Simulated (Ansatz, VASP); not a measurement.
# Cross-check of Zn3SbN3 between VASP and Ansatz, part 2 of 2

One calculation is typed for both programs; each brings its own data sets. How far apart do they land? The cell is taken from a series of runs on this material, whose earlier steps may have relaxed, scaled, displaced or heated it; both programs get it as it stands.

VASP 6.6.1 and Ansatz 0.2.0.

So far: The starting structure; VASP: G0W0 gap, PBE, DFT+U.

## Step 3: Ansatz: G0W0 gap, PBE, DFT+U

Level of this step: Ansatz beside VASP: Kohn-Sham DFT, plane waves, PBE, DFT+U (Ansatz).

Ansatz runs on its PAW soft_1 files.

The same cell, functional and mesh now go to Ansatz, which takes its cutoff from its data sets.

File input.yaml:

```yaml
crystal:
  lattice:
    - [3.3938895471, -3.283248115, 0.0]
    - [3.3938895471, 3.283248115, 0.0]
    - [-3.2155964401, 0.0, 4.5561292986]
  atoms:
    - { symbol: Zn, position: [0.64265811, 0.64265811, 0.11808447] }
    - { symbol: Zn, position: [0.75601403, 0.31486041, 0.51982585] }
    - { symbol: Zn, position: [0.31486041, 0.75601403, 0.51982585] }
    - { symbol: Sb, position: [0.06050886, 0.06050886, 0.00241463] }
    - { symbol: "N", position: [0.41103526, 0.94206134, 0.29988336] }
    - { symbol: "N", position: [0.94206134, 0.41103526, 0.29988336] }
    - { symbol: "N", position: [0.698722, 0.698722, 0.81219049] }
kpoints:
  mp_grid: { grid: [4, 4, 4] }
hamiltonian:
  xc: pbe
  hubbard:
    projectors: ortho-atomic
    sites: [{ species: Zn, l: d, u_eff: 2.0 }]
  pseudopotentials: { kind: paw, azcp: { folder: soft_1 } }
scf:
  occupations: { method: fixed }
gw:
  n_empty_bands: 423
  ecut_chi: 150.0
  qp_bands: [v2, c2]
  qp_kpoints: band_edges
  screening: { model: contour_deformation }
```

On the command line:

```sh
> ansatz run input.yaml --threads 2 --pin off --max-ram 92160MiB --backend cuda --events-out ev --progress --plain --runs-dir out --devices 1 --max-vram 13GiB
```

Numbers of over 12 decimals in the logs are rounded to 6 here.

Output:

```text
GPUs: using 1 of 1 available (devices: 1).
Engine: ansatz 0.2.0, x86_64-unknown-linux-gnu
Pseudopotentials: kind: paw
Pseudopotential: Zn, paw, valence charge 12, recommended cutoff 420 eV (normal), soft_1/Zn.paw.azcp
Pseudopotential: Sb, paw, valence charge 15, recommended cutoff 420 eV (normal), soft_1/Sb.paw.azcp
Pseudopotential: N, paw, valence charge 5, recommended cutoff 420 eV (normal), soft_1/N.paw.azcp
Functional definition: PBE
  parameter kappa = 0.804
  parameter beta = 0.066725
  exchange = pbe_x(kappa = kappa, mu = beta*pi^2/3)
  correlation = pbe_c(beta = beta)
device memory: the entry about to start is reckoned to put 1.4 GiB on a device that reports 58.9 GiB free (of which the cap on the GPU budget leaves the run 13.0 GiB)
GPU FFT provider: cuFFT
GPU libraries: cuBLAS 13.8.2, cuFFT 12.4.0, cuSOLVER 12.3.4
Crystal: 7 atoms, lattice volume = 101.538 Å³
Basis set: ecut = 420 eV, 1987 PW (Γ)
Bands: 40, of which v1, the nominal top of the filled ones, is band 33 counted from 1 (32 counted from 0)
Symmetry: 2 space group operations
Space group: Cm (ITA 8), of the structure as read, at distance tolerance 4.7e-5 Å
k-points: 24 of 64 (time reversal used)
Non-local potential: Zn, projectors of the file, l = 0: 2, l = 1: 2, l = 2: 3, l = 3: 1
Non-local potential: Sb, projectors of the file, l = 0: 2, l = 1: 2, l = 2: 2, l = 3: 1
Non-local potential: N, projectors of the file, l = 0: 2, l = 1: 2, l = 2: 1
PAW form: soft (Blöchl's): semilocal exchange-correlation on the pseudo side does not see the compensation charge
PAW one-centre angular grid: Zn, 590 points (default); XC on 64 Gauss nodes
PAW one-centre angular grid: Sb, 590 points (default); XC on 64 Gauss nodes
PAW one-centre angular grid: N, 110 points (default); XC on 64 Gauss nodes
Initial density: superposition of atomic densities (chi_scale 0.1, normalization cell, long waves of neutral atoms under a Hubbard term (reshape's long-wave potential 0.03 eV rms, cloud 2.10 Å wide))
Initial wavefunctions: pseudopotential atomic-orbital guess
GPU buffer pool allocated for 40960 grid points (all kernels)
GPU transforms: local potential and band sums: pruned to the plane-wave sphere, on 32×32×40
Functional: x = pbe(κ = 0.804, μ = 0.219515), c = pbe(β = 0.066725)
SCF iter   1: F=—  HF=-17594.554525 eV  |F-HF|=—  |Δ(HF+E_count)|=         —  Δρ=7.77e-2  dr2=7.54e0  ethr=3.10e-3  ⟨swp⟩=4.9  Hψ=3805  notcnv=0  defer=117
preconditioner: auto → Resta (q_TF=auto, 2.539 Å⁻¹)  ε∞=5.0  [insulator: Δε(μ)=2.193 eV  Ē_g=14.978 eV  n_scr=30 (ndim 8)  ℏωp=29.9 eV  f_vac=0.006  ε∞_Penn≈5.0]
SCF iter   2: F=—  HF=-17592.763401 eV  |F-HF|=—  |Δ(HF+E_count)|=    1.79e0  Δρ=2.94e-2  dr2=5.31e-1  ethr=3.10e-3  ⟨swp⟩=3.0  Hψ=1963  notcnv=0  defer=120
SCF iter   3: F=—  HF=-17592.667158 eV  |F-HF|=—  |Δ(HF+E_count)|=   9.62e-2  Δρ=1.55e-2  dr2=1.94e-1  ethr=8.05e-4  ⟨swp⟩=3.0  Hψ=1537  notcnv=0  defer=120
SCF iter   4: F=—  HF=-17592.657568 eV  |F-HF|=—  |Δ(HF+E_count)|=   9.59e-3  Δρ=7.93e-3  dr2=3.45e-2  ethr=2.95e-4  ⟨swp⟩=2.1  Hψ=1514  notcnv=0  defer=120
SCF iter   5: F=—  HF=-17592.649588 eV  |F-HF|=—  |Δ(HF+E_count)|=   7.98e-3  Δρ=1.71e-3  dr2=2.60e-3  ethr=5.23e-5  ⟨swp⟩=2.0  Hψ=1786  notcnv=0  defer=120
SCF iter   6: F=—  HF=-17592.650831 eV  |F-HF|=—  |Δ(HF+E_count)|=   1.24e-3  Δρ=4.09e-4  dr2=2.06e-4  ethr=3.95e-6  ⟨swp⟩=2.0  Hψ=1574  notcnv=0  defer=120
SCF iter   7: F=—  HF=-17592.651017 eV  |F-HF|=—  |Δ(HF+E_count)|=   1.87e-4  Δρ=2.01e-4  dr2=4.42e-5  ethr=3.12e-7  ⟨swp⟩=2.0  Hψ=1694  notcnv=0  defer=118
SCF iter   8: F=—  HF=-17592.651041 eV  |F-HF|=—  |Δ(HF+E_count)|=   2.40e-5  Δρ=1.82e-4  dr2=3.10e-5  ethr=6.70e-8  ⟨swp⟩=2.0  Hψ=1680  notcnv=0  defer=73
SCF iter   9: F=—  HF=-17592.651036 eV  |F-HF|=—  |Δ(HF+E_count)|=   5.73e-6  Δρ=4.49e-5  dr2=1.65e-6  ethr=4.70e-8  ⟨swp⟩=2.0  Hψ=1518  notcnv=0  defer=74
SCF iter  10: F=—  HF=-17592.651036 eV  |F-HF|=—  |Δ(HF+E_count)|=   5.76e-7  Δρ=1.85e-5  dr2=3.14e-7  ethr=2.51e-9  ⟨swp⟩=2.0  Hψ=1480  notcnv=0  defer=77
SCF iter  11: F=—  HF=-17592.651036 eV  |F-HF|=—  |Δ(HF+E_count)|=   2.65e-7  Δρ=1.54e-5  dr2=1.94e-7  ethr=1.52e-10  ⟨swp⟩=10.4  Hψ=4262  notcnv=0
SCF iter  12: F=-17592.651036 eV  HF=-17592.651036 eV  |F-HF|=5.85e-9  |Δ(HF+E_count)|=   4.48e-8  Δρ=3.90e-6  dr2=1.23e-8  ethr=1.52e-10  ⟨swp⟩=1.0  Hψ=2548  notcnv=0
SCF 1 converged in 12 iterations: F = -17592.651036 eV  dr2 = 1.23e-8
  greatest PAW one-centre occupation: 0.996 electrons in one spin orbital (limit 2), on the Sb atom at site 3 (counted from 0), in its partial waves of l = 2
device memory: the entry about to start is reckoned to put 1.4 GiB (of the 1.6 GiB reckoned in all, the device holds 0.2 GiB already) on a device that reports 58.8 GiB free (of which the cap on the GPU budget leaves the run 12.9 GiB)
NSCF: frozen V_eff on 24 k-points, pencils in batches of 32, up to order 160
[...]
k-point 1: bands = [... 29 lower, 6.4282, 7.2737, 7.5494, 8.2970, 9.9822, 11.9166, 12.2107, 13.1083, ... 3 higher]
  k-point 2: bands = [... 29 lower, 6.9544, 7.0991, 7.3394, 8.2326, 10.3771, 11.2122, 11.4772, 13.4607, ... 3 higher]
  k-point 23: bands = [... 29 lower, 7.2089, 7.3793, 7.8899, 8.3462, 11.7645, 12.5592, 13.1699, 13.3241, ... 3 higher]
Occupation matrices written to <dir>
--- G₀W₀: contour deformation, 7 samples at zero and on the imaginary axis and 2 off it, 64 q-points, 423 empty bands' worth ---
  eigenvalues of the whole cell's RPA ε∞ on this k-mesh (on a slab, of 1 + 4πα/V) = 7.0582, 7.9687, 7.9957; static W/v taken at q = 0 is 0.130547
  gw.qp_kpoints: band_edges: 19 of 24 stored k-points solved, in 1 pass; an edge of the gap read off the rows below is read off those points alone
    valence top: of the k-points left out ik 16 came nearest to being solved in a further pass, in band 33 (counted from 1, as in the quasiparticle table): it holds the edge there only if its correction is more favourable than any solved in that band by at least 0.500 eV; those differ by 0.087 eV
    conduction bottom: of the k-points left out ik 11 came nearest to being solved in a further pass, in band 34 (counted from 1, as in the quasiparticle table): it holds the edge there only if its correction is more favourable than any solved in that band by at least 0.865 eV; those differ by 0.240 eV
    ik  band        ε_KS         Σx   Σc(E_QP)       V_xc       Z   E_QP_lin       E_QP  E_QP is
     0    32      7.5702   -24.2612     3.5130   -20.1802  0.7304     6.9946     7.0022  root
     0    33      7.8973   -24.3296     3.3105   -20.4522  0.7374     7.3236     7.3305  root
     0    34     10.8566   -10.5248    -3.6599   -14.3649  0.7812    11.0373    11.0368  root
     0    35     11.7889   -12.9596    -3.5236   -16.7529  0.7620    12.0600    12.0586  root
     1    32      7.5494   -24.3027     3.5496   -20.2018  0.7287     6.9910     6.9982  root
     1    33      8.2970   -22.7832     2.7188   -19.5542  0.7431     7.7821     7.7869  root
     1    34      9.9822   -11.3051    -3.2590   -14.7195  0.7833    10.1378    10.1375  root
     1    35     11.9166   -10.2270    -4.0505   -14.5460  0.7641    12.1868    12.1852  root
     2    32      7.3394   -23.5713     3.5616   -19.4825  0.7242     6.8052     6.8122  root
     2    33      8.2326   -22.2887     2.4750   -19.3043  0.7455     7.7184     7.7232  root
     2    34     10.3771   -11.4916    -3.3680   -15.0991  0.7737    10.6174    10.6166  root
     2    35     11.2122   -10.0512    -3.7851   -14.0057  0.7790    11.3821    11.3817  root
     3    32      7.4650   -24.5486     3.6087   -20.3633  0.7281     6.8801     6.8884  root
     3    33      8.2445   -22.6871     2.8143   -19.3426  0.7428     7.7089     7.7143  root
     3    34     10.9384   -11.0822    -3.5244   -14.8187  0.7728    11.1513    11.1506  root
     3    35     11.7509   -10.3864    -3.8904   -14.5313  0.7669    12.0065    12.0054  root
     4    32      7.1700   -23.5894     3.5162   -19.4937  0.7260     6.5813     6.5905  root
     4    33      8.1178   -21.6676     2.5934   -18.5300  0.7448     7.5678     7.5736  root
     4    34     10.7629   -11.5463    -3.5139   -15.3074  0.7723    11.0110    11.0101  root
     4    35     11.3112   -10.6118    -3.6906   -14.5295  0.7715    11.5391    11.5383  root
     5    32      7.4458   -23.8721     3.5606   -19.7656  0.7272     6.8925     6.8999  root
     5    33      8.0735   -21.4046     2.4019   -18.4732  0.7454     7.5386     7.5441  root
     5    34     10.7769   -11.2693    -3.5065   -15.0322  0.7706    11.0343    11.0334  root
     5    35     11.3970   -10.9976    -3.6456   -14.8703  0.7681    11.6250    11.6241  root
[...]
22    32      7.9353   -25.1179     3.5923   -21.0071  0.7290     7.4110     7.4168  root
    22    33      7.9522   -22.8456     2.9322   -19.3546  0.7411     7.3870     7.3934  root
    22    34     11.4326   -10.3921    -4.0726   -14.7907  0.7734    11.7603    11.7585  root
    22    35     12.0799   -10.7655    -4.1028   -15.2316  0.7530    12.4464    12.4431  root
    23    32      7.8899   -25.6540     3.7348   -21.3770  0.7302     7.3414     7.3478  root
    23    33      8.3462   -25.0580     3.4955   -21.0829  0.7293     7.8620     7.8667  root
    23    34     11.7645    -9.1090    -4.0571   -13.4104  0.7682    12.0100    12.0088  root
    23    35     12.5592    -9.9509    -4.2566   -14.5089  0.7496    12.8633    12.8607  root
```

Reading the cycles: dr2 is the Hartree energy of the density residual (eV), the measure of convergence; HF is the Harris–Foulkes estimate of the energy, which meets the free energy F at convergence.

## Step 4: Side by side

Known differences besides the potentials themselves: U acts on the PAW sphere in VASP and on atomic orbitals in Ansatz, so only states and trends compare; fixed occupations in Ansatz, narrow Gaussian smearing in VASP; the data sets hold 66 valence electrons in Ansatz (on its PAW soft_1 files) and 90 in VASP; the cutoff is 420 eV in Ansatz and 450 eV in VASP; Ansatz integrates over frequency by contour deformation, VASP on a grid of NOMEGA points; Ansatz's G0W0 levels solve the quasiparticle equation, VASP's are linearised. Total energies have different zeros and are not compared.

The two programs side by side:

| quantity | Ansatz | VASP | difference |
| --- | --- | --- | --- |
| G0W0 gap on the mesh (eV) | 2.15 | 2.45 | -0.30 |
| Kohn-Sham gap under it (eV) | 1.48 | 1.49 | 0.00 |

VASP's log warns that its frequency grid doesn't suit quasiparticle energies on this mesh.

## Step 5: Results

| Property | Result |
| --- | --- |
| difference in G0W0 gap on the mesh (G0W0 gap, PBE, DFT+U) | -0.30 eV |

In words: The difference in G0W0 gap on the mesh is -0.30 eV (G0W0 gap, PBE, DFT+U). The data sets hold unlike numbers of valence electrons (66 in Ansatz and 90 in VASP), so part of the differences comes from the potentials. Part of the difference in the G0W0 gap can come from VASP's linearised levels. How closely two codes agree says nothing of how well the functional describes the real material.

[Lines on the potential files, build, host, timing and source positions are cut from VASP's logs without a mark.]

[Logs are printed without paths, hosts, clocks, repeated set-up lines and the standing remarks that a program may print on its own settings, such as how far it seeks lower states.]

[Hosts, paths, dates, database ids (printed as entryN), source tags and the programs' standing remarks are cut or masked in the printed files.]
